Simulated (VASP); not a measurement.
Crystal: CdHgS2.

```
Cd Hg S
1.0
     4.05183    0.00000    0.00000
    -2.02592    3.50899    0.00000
     0.00000    0.00000    7.63005
Cd Hg S
1 1 2
Direct
  0.00000 0.00000 0.00000
  0.66667 0.33333 0.50000
  0.66667 0.33333 0.80688
  0.66667 0.33333 0.19312
```

The cell was built by a generator and needn't be a form met in nature.

```yaml
Program: VASP 6.6.1
Task: relaxation of cell and atoms
Functional: RPBE
Potentials_or_basis: VASP PAW PBE potentials, release 64 (Cd, Hg, S)
Cutoff: 600 eV
k_mesh: 8 × 8 × 4
Occupations: gaussian, width 0.05 eV
Spin: no spin polarisation
```

At the start: pressure 2.3 GPa; volume 27.12 Å³/atom.

Question: Where does the relaxation end?

Answer: Over 11 steps the energy falls by 10.1 meV/atom and the volume is 28.76 Å³/atom (+6.1 %); space group P-6m2 (No. 187, to 0.05 Å).

Step by step:
```csv
step,energy change (eV),largest force (eV/Å),pressure (GPa),volume (Å³)
1,0.0000,0.0086,2.28,108.48
2,-0.0222,0.2009,-0.64,114.64
3,-0.0291,0.1422,0.23,112.53
4,-0.0395,0.0348,0.06,114.39
5,-0.0398,0.0733,0.04,114.78
6,-0.0403,0.0313,-0.01,114.98
7,-0.0403,0.0147,-0.04,115.06
8,-0.0403,0.0184,-0.08,115.23
9,-0.0404,0.0011,-0.07,115.13
10,-0.0404,0.0038,0.06,114.97
11,-0.0404,0.0028,-0.01,115.05
```

Final structure:
```
Cd Hg S
1.0
     4.15082    0.00000    0.00000
    -2.07542    3.59472    0.00000
     0.00000    0.00000    7.71087
Cd Hg S
1 1 2
Cartesian
  -2.0754 3.5947 0.0000
  2.0754 1.1982 3.8554
  2.0754 1.1982 6.2203
  2.0754 1.1982 1.4905
```

Caveat: the PAW data sets were made with another functional, which shifts forces and pressure a little.
